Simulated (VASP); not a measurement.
Consider the following.

```
MgB2
1.0
    1.54500    -2.67602     0.00000
    1.54500     2.67602     0.00000
    0.00000     0.00000     3.52000
Mg B
1 2
Direct
  0.00000   0.00000   0.00000
  0.33333   0.66667   0.50000
  0.66667   0.33333   0.50000
```

These are PBE GGA, VASP's PBE PAW potentials (set 64) (plane waves; VASP) values and carry that method's errors. Numerical set-up: 520 eV cut-off, 11×11×9 Γ-centred mesh, first-order Methfessel-Paxton smearing of 0.10 eV, potentials Mg B.

Question: Give the stress tensor in GPa (positive for a compressed cell).

Answer: 
```
-3.09   0.00   0.00
 0.00  -3.09   0.00
 0.00   0.00   0.59
```
The pressure is its mean diagonal, -1.86 GPa.

The compound is MgB2 in the AlB2 type structure. The cell was not relaxed at this level. The run is one of a series of settings (KPOINTS 11×11×9 Γ-centred mesh against the base run), some of them coarse on purpose.
